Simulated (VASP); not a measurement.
# A VASP study of PbO (Litharge) (LDA): structure first, properties next, part 2 of 5

Aim: relax PbO (Litharge), then compute properties on the relaxed cell. The start is a cell from a database of measured crystal structures.

VASP 6.6.1, plane waves and PAW; the level of theory is named at each step.

So far, gap on the k-mesh (eV): step 3 (full relaxation (LDA)) 1.51. The relaxed cell has a = 3.946, c = 4.875 Å (conventional setting).

## Step 4: Second relaxation

Level of this step: LDA; plane waves and PAW (Pb_d, O) (VASP).

The basis stayed that of the start cell while the cell moved. A rerun from the cell reached resets it; the error of the finite cutoff stays.

Input file INCAR:

```
SYSTEM = PbO
PREC = Accurate
ENCUT = 520
EDIFF = 1E-06
NELM = 100
ISMEAR = 0
SIGMA = 0.05
LREAL = .FALSE.
ALGO = Normal
GGA = CA
NBANDS = 26
LORBIT = 11
LWAVE = .FALSE.
LCHARG = .FALSE.
KPAR = 4
IBRION = 2
NSW = 60
ISIF = 3
EDIFFG = -0.01
```

Input file POSCAR:

```
PbO
1.0
    3.9456408187      0.0000000000      0.0000000000
    0.0000000000      3.9456408187      0.0000000000
    0.0000000000      0.0000000000      4.8752987077
Pb O
2 2
Direct
    0.0000000000      0.5000000000      0.7576183927
    0.5000000000      0.0000000000      0.2423816073
    0.5000000000      0.5000000000      0.0000000000
    0.0000000000      0.0000000000      0.0000000000
```

Input file KPOINTS:

```
Automatic mesh
0
Gamma
5 5 4
0 0 0
```

PAW data sets: Pb_d and O (LDA family, release 64).

On the command line:

```
> mpirun -np 4 vasp_std
```

The program printed:

```text
[... set-up lines as in an earlier step ...]
 entering main loop
       N       E                     dE             d eps       ncg     rms          rms(c)
DAV:   1     0.454835413816E+03    0.45484E+03   -0.20034E+04   936   0.187E+03
DAV:   2     0.292054363171E+02   -0.42563E+03   -0.41413E+03   978   0.468E+02
DAV:   3    -0.265296154849E+02   -0.55735E+02   -0.54982E+02  1214   0.188E+02
DAV:   4    -0.286800825759E+02   -0.21505E+01   -0.21402E+01  1108   0.389E+01
DAV:   5    -0.287433278137E+02   -0.63245E-01   -0.63192E-01  1152   0.704E+00    0.119E+01
DAV:   6    -0.246654986163E+02    0.40778E+01   -0.24930E+01  1422   0.426E+01    0.520E+00
DAV:   7    -0.244666092233E+02    0.19889E+00   -0.28134E+00  1202   0.126E+01    0.240E+00
DAV:   8    -0.244206926561E+02    0.45917E-01   -0.62647E-01  1052   0.532E+00    0.943E-01
DAV:   9    -0.244022241970E+02    0.18468E-01   -0.84369E-02  1452   0.256E+00    0.226E-01
DAV:  10    -0.244032227207E+02   -0.99852E-03   -0.12836E-02  1150   0.778E-01    0.846E-02
DAV:  11    -0.244029956106E+02    0.22711E-03   -0.21317E-03  1606   0.395E-01    0.632E-02
DAV:  12    -0.244029547562E+02    0.40854E-04   -0.19987E-04  1388   0.139E-01    0.390E-02
DAV:  13    -0.244029378108E+02    0.16945E-04   -0.83060E-05  1452   0.720E-02    0.680E-03
DAV:  14    -0.244029379300E+02   -0.11918E-06   -0.32134E-06   942   0.232E-02
   1 F= -.24402938E+02 E0= -.24402938E+02  d E =-.244029E+02
 curvature:   0.00 expect dE= 0.000E+00 dE for cont linesearch  0.000E+00
 trial: gam= 0.00000 g(F)=  0.209E-05 g(S)=  0.431E-05 ort = 0.000E+00 (trialstep = 0.100E+01)
 search vector abs. value=  0.639E-05
 reached required accuracy - stopping structural energy minimisation
```

Wall time 14 s (4 MPI ranks of Intel Xeon Platinum 8488C (Sapphire Rapids), shared host); peak memory 0.67 GiB.

From OUTCAR (step 4):

```text
  LATTYP: Found a simple tetragonal cell.
 ALAT       =     3.9456408187
 C/A-ratio  =     1.2356164516

 Found     18 irreducible k-points:

   dimension x,y,z NGX =    30 NGY =   30 NGZ =   36
   dimension x,y,z NGXF=    60 NGYF=   60 NGZF=   72

   ENCUT  =  520.0 eV  38.22 Ry    6.18 a.u.   7.34  7.34  9.06*2*pi/ulx,y,z

   NELECT =      40.0000    total number of electrons

 E-fermi :   5.6098

 k-point     1 :       0.0000    0.0000    0.0000
  band No.  band energies     occupation
    ...
     16       0.8129      2.00000
     17       3.5117      2.00000
     18       3.5436      2.00000
     19       3.5436      2.00000
     20       5.3154      2.00000
     21       7.8245      0.00000
     22      10.8732      0.00000
     23      10.8732      0.00000
     24      10.9610      0.00000
     25      12.0333      0.00000
    ...

 k-point     2 :       0.2000    0.0000    0.0000
  band No.  band energies     occupation
    ...
     16       1.0632      2.00000
     17       2.8250      2.00000
     18       3.2680      2.00000
     19       3.3816      2.00000
     20       5.2681      2.00000
     21       8.7315      0.00000
     22       9.1147      0.00000
     23      11.0887      0.00000
     24      11.1141      0.00000
     25      11.6287      0.00000
    ...

  Total        0.0060243      0.0060243     -0.0168686      0.0000000      0.0000000      0.0000000
  in kB        0.1271684      0.1271684     -0.3560847      0.0000000      0.0000000      0.0000000
  external PRESSURE =      -0.0339160 kB  Pullay stress =       0.0000000 kB

  energy-cutoff  :      520.00
  volume of cell :       75.90
      direct lattice vectors                 reciprocal lattice vectors
     3.945640819  0.000000000  0.000000000     0.253444256  0.000000000  0.000000000
     0.000000000  3.945640819  0.000000000     0.000000000  0.253444256  0.000000000
     0.000000000  0.000000000  4.875298708     0.000000000  0.000000000  0.205115637

 POSITION                                       TOTAL-FORCE (eV/Angst)
 -----------------------------------------------------------------------------------
      0.00000      1.97282      3.69362        -0.000000     -0.000000      0.004649
      1.97282      0.00000      1.18168         0.000000     -0.000000     -0.004649
      1.97282      1.97282      0.00000         0.000000     -0.000000      0.000000
      0.00000      0.00000      0.00000         0.000000      0.000000      0.000000
 -----------------------------------------------------------------------------------
    total drift:                                0.000000      0.000000      0.000000

  FREE ENERGIE OF THE ION-ELECTRON SYSTEM (eV)
  ---------------------------------------------------
  free  energy   TOTEN  =       -24.4029379300 eV

  energy  without entropy=      -24.4029379300  energy(sigma->0) =      -24.40293793

 total charge
# of ion       s       p       d       tot
------------------------------------------
    1        1.370   0.655   9.882  11.907
    2        1.370   0.655   9.882  11.907
    3        1.568   3.383   0.000   4.952
    4        1.568   3.383   0.000   4.952
--------------------------------------------------
tot          5.876   8.077  19.764  33.717

[... 5 parts as in an earlier step ...]

[... 6 further parts left out ...]
```

Little changed from the start: no atom moved by 0.005 Å and no cell edge by 0.1 %.

This step gave:

```yaml
free_energy_toten: -24.40 eV
fermi_energy: 5.610 eV
pressure: -0.003392 GPa
scf_cycles_over_all_ionic_steps: 14
least_direct_gap_on_the_k_mesh: 2.350 eV
```

It ends with a largest force of 0.005 eV/Å and a pressure of 0.00 GPa. The volume moved by under 0.01 %: the run met its threshold at the first step.

## Step 5: Density, ELF and potential (LDA)

The relaxed cell gets a fresh self-consistent run, on a basis set for its own volume, to fix the density and to check the remaining stress.

INCAR: that of step 4 with these lines changed.

```diff
@@ -13,7 +13,5 @@
 LWAVE = .FALSE.
-LCHARG = .FALSE.
-KPAR = 4
-IBRION = 2
-NSW = 60
-ISIF = 3
-EDIFFG = -0.01
+LCHARG = .TRUE.
+ISIF = 2
+LELF = .TRUE.
+LVHAR = .TRUE.
```

POSCAR is that of step 4.

KPOINTS is that of step 4.

On the command line:

```
> mpirun -np 4 vasp_std
```

The program printed:

```text
[banner, memory and clock lines left out]
running    4 mpi-ranks, on    1 nodes
 distrk:  each k-point on    4 cores,    1 groups
 distr:  one band on    1 cores,    4 groups

 POSCAR found type information on POSCAR PbO
 POSCAR found :  2 types and       4 ions
 LDA part: xc-table for (Slater(with rela. corr.)+CA(PZ))
 , standard interpolation
|                                                                             |
|           W    W    AA    RRRRR   N    N  II  N    N   GGGG   !!!           |
|           W    W   A  A   R    R  NN   N  II  NN   N  G    G  !!!           |
|           W    W  A    A  R    R  N N  N  II  N N  N  G       !!!           |
|           W WW W  AAAAAA  RRRRR   N  N N  II  N  N N  G  GGG   !            |
|           WW  WW  A    A  R   R   N   NN  II  N   NN  G    G                |
|           W    W  A    A  R    R  N    N  II  N    N   GGGG   !!!           |
|                                                                             |
|     The number of bands has been changed from the values supplied in        |
|     The orbitals not found in the WAVECAR file will be initialized with     |
|     random numbers, which is usually adequate. For correlated               |
|     calculations, however, you should redo the groundstate calculation.     |
|     I found NBANDS = 26. Now, NBANDS = 28.                                  |
|                                                                             |

 POSCAR, INCAR and KPOINTS ok, starting setup
 FFT: planning ... GRIDC
 FFT: planning ... GRID_SOFT
 FFT: planning ... GRID
 WAVECAR not read
 entering main loop
       N       E                     dE             d eps       ncg     rms          rms(c)
DAV:   1     0.460493542059E+03    0.46049E+03   -0.19775E+04  1008   0.172E+03
DAV:   2     0.311731459268E+02   -0.42932E+03   -0.41166E+03  1028   0.451E+02
DAV:   3    -0.260940055015E+02   -0.57267E+02   -0.56047E+02  1276   0.182E+02
DAV:   4    -0.286597938269E+02   -0.25658E+01   -0.25516E+01  1156   0.397E+01
DAV:   5    -0.287419287811E+02   -0.82135E-01   -0.82127E-01  1144   0.776E+00    0.118E+01
DAV:   6    -0.246658934969E+02    0.40760E+01   -0.22636E+01  1488   0.395E+01    0.520E+00
DAV:   7    -0.244686546259E+02    0.19724E+00   -0.27171E+00  1276   0.118E+01    0.237E+00
DAV:   8    -0.244152340827E+02    0.53421E-01   -0.53725E-01  1112   0.464E+00    0.806E-01
DAV:   9    -0.244024678143E+02    0.12766E-01   -0.57464E-02  1588   0.199E+00    0.222E-01
DAV:  10    -0.244032168239E+02   -0.74901E-03   -0.10648E-02  1204   0.720E-01    0.843E-02
DAV:  11    -0.244029749566E+02    0.24187E-03   -0.17105E-03  1692   0.349E-01    0.531E-02
DAV:  12    -0.244029469298E+02    0.28027E-04   -0.17442E-04  1500   0.119E-01    0.291E-02
DAV:  13    -0.244029375511E+02    0.93787E-05   -0.52370E-05  1272   0.492E-02    0.352E-03
DAV:  14    -0.244029375606E+02   -0.95606E-08   -0.15874E-06   776   0.172E-02
   1 F= -.24402938E+02 E0= -.24402938E+02  d E =-.829634E-12
```

Run time: 12 s. Hardware: 4 MPI ranks; peak memory 0.52 GiB; 47 s of CPU time.

Parts of OUTCAR (step 5):

```text
 Found     18 irreducible k-points:

   k-points           NKPTS =     18   k-points in BZ     NKDIM =     18   number of bands    NBANDS=     28

   NELECT =      40.0000    total number of electrons

 E-fermi :   5.5367

 k-point     1 :       0.0000    0.0000    0.0000
  band No.  band energies     occupation
    ...
     16       0.8126      2.00000
     17       3.5113      2.00000
     18       3.5431      2.00000
     19       3.5431      2.00000
     20       5.3151      2.00000
     21       7.8245      0.00000
     22      10.8730      0.00000
     23      10.8730      0.00000
     24      10.9611      0.00000
     25      12.0334      0.00000
    ...

 k-point     2 :       0.2000    0.0000    0.0000
  band No.  band energies     occupation
    ...
     16       1.0629      2.00000
     17       2.8246      2.00000
     18       3.2676      2.00000
     19       3.3812      2.00000
     20       5.2678      2.00000
     21       8.7314      0.00000
     22       9.1146      0.00000
     23      11.0886      0.00000
     24      11.1141      0.00000
     25      11.6287      0.00000
    ...

  Total        0.0092460      0.0092460     -0.0127464      0.0000000     -0.0000000      0.0000000
  in kB        0.1951758      0.1951758     -0.2690676      0.0000000     -0.0000000      0.0000000
  external PRESSURE =       0.0404280 kB  Pullay stress =       0.0000000 kB

 POSITION                                       TOTAL-FORCE (eV/Angst)
 -----------------------------------------------------------------------------------
      0.00000      1.97282      3.69362         0.000000      0.000000      0.004574
      1.97282      0.00000      1.18168        -0.000000      0.000000     -0.004574
      1.97282      1.97282      0.00000         0.000000      0.000000      0.000000
      0.00000      0.00000      0.00000         0.000000     -0.000000      0.000000
 -----------------------------------------------------------------------------------
    total drift:                                0.000000      0.000000      0.000000

  FREE ENERGIE OF THE ION-ELECTRON SYSTEM (eV)
  ---------------------------------------------------
  free  energy   TOTEN  =       -24.4029375606 eV

  energy  without entropy=      -24.4029375606  energy(sigma->0) =      -24.40293756

 total charge
# of ion       s       p       d       tot
------------------------------------------
    1        1.370   0.655   9.882  11.907
    2        1.370   0.655   9.882  11.907
    3        1.568   3.384   0.000   4.952
    4        1.568   3.384   0.000   4.952
--------------------------------------------------
tot          5.876   8.077  19.764  33.717

[... 8 parts as in an earlier step ...]

[... 5 further parts left out ...]
```

Numbers from this step:

- SCF cycles: 14
- bands: 28
- Fermi energy: 5.537 eV
- pressure: 0.004043 GPa

Valence electrons inside each PAW sphere by angular momentum. Sphere charges, by row:

```tsv
atom	s (e)	p (e)	d (e)	tot (e)
Pb1	1.37	0.655	9.882	11.91
Pb2	1.37	0.655	9.882	11.91
O3	1.568	3.384	0	4.952
O4	1.568	3.384	0	4.952
```

Electrostatic potential energy in the ac plane at fractional y = 0.000, with atoms of Pb and O within 0.2 Å of it. With pseudopotentials it is smooth inside the atoms' cores, unlike the true potential.

Ten even steps from '_' (-83 eV) to '@' (4 eV), each cell a mean:
```
--==%%@@@@@@@@@@@@@@@@@@##--
**##@@@@@@@@@@@@@@@@@@@@@@##
@@@@@@@@@@@@@@@@@@@@@@@@@@@@
@@@@@@@@@@@@@@@@@@@@@@@@@@@@
@@@@@@@@@@@@@@@@@@@@@@@@@@@@
@@@@@@@@@@@@@@@@@@@@@@@@@@@@
@@@@@@@@@@@@@@@@@@@@@@@@@@@@
@@@@@@@@@@@@@@@@@@@@@@@@@@@@
@@@@@@@@@@@@%%%%@@@@@@@@@@@@
@@@@@@@@%%##**++**%%@@@@@@@@
@@@@@@@@##==::..::++%%@@@@@@
@@@@@@%%++..______--**@@@@@@
@@@@@@%%==..______::++%%@@@@
@@@@@@%%++..______::**@@@@@@
##%%@@@@##--....::==##@@@@%%
--++%%@@%%##++++**##@@@@##==
----##@@@@@@%%%%%%@@@@@@**--
```
Columns run along a (3.9 Å; values clipped at the 3rd and 97th percentile), rows up along c (4.9 Å). Atoms in or near the plane, at fractional coordinates: Pb at (0.50, 0.24), O at (0.00, 0.00).

Valence density in the ac plane at fractional y = 0.000, with atoms of Pb and O within 0.2 Å of it. It is the smooth field of the valence electrons, not physical close to the nuclei.

Ten even steps from '0' (0.0 e/Å³) to '9' (7.9 e/Å³), each cell a mean:
```
75100000000026
32000000000012
00000000000000
00000000000000
00000000000000
00000000000000
00000000000000
00000000000000
00000000000000
00000011100000
00000234310000
00001467631000
00002589741000
00001478631000
21001244310011
64100011100025
96200000000137
```
Columns run along a (3.9 Å), rows up along c (4.9 Å). Atoms in or near the plane, at fractional coordinates: Pb at (0.50, 0.24), O at (0.00, 0.00).

ELF in the ac plane at fractional y = 0.000, with atoms of Pb and O within 0.2 Å of it. It is the smooth field of the valence electrons, not physical close to the nuclei.

Ten even steps from '_' (0.01) to '@' (0.81), each cell a mean:
```
##@@@@##--..........==%%@@%%
@@@@@@**::________..--##@@@@
%%%%**--..__________..==##%%
====::..______________..--==
....______________________..
____________......__________
________..--==++==::..______
______::==********++--..____
____..==************++--..__
____--++**************==::__
____--++****==--==****==::__
....::++**--..::::==**==....
--::::==++::..++..--++--::::
##**----==::......--==::==**
@@@@**--====::::--==----%%@@
%%@@@@++::========--::**@@@@
++%%@@##::::----::::--%%@@##
```
Columns run along a (3.9 Å), rows up along c (4.9 Å). Atoms in or near the plane, at fractional coordinates: Pb at (0.50, 0.24), O at (0.00, 0.00).

In this run the pressure is 0.00 GPa, small enough to go on; single stress components reach 0.03 GPa.

(Part 2 of 5 ends here.)

[Lines on the potential files, build, host, timing and source positions are cut from VASP's logs without a mark.]

[Logs are printed without paths, hosts, clocks, repeated set-up lines and the standing remarks that a program may print on its own settings, such as how far it seeks lower states.]

[Hosts, paths, dates, database ids (printed as entryN), source tags and the programs' standing remarks are cut or masked in the printed files.]

[A measured line is paired with the nearest computed mode of its activity, which favours agreement.]

[In band tables of VASP the shares of atoms and orbitals are scaled to a sum of 1 inside the atoms' spheres.]
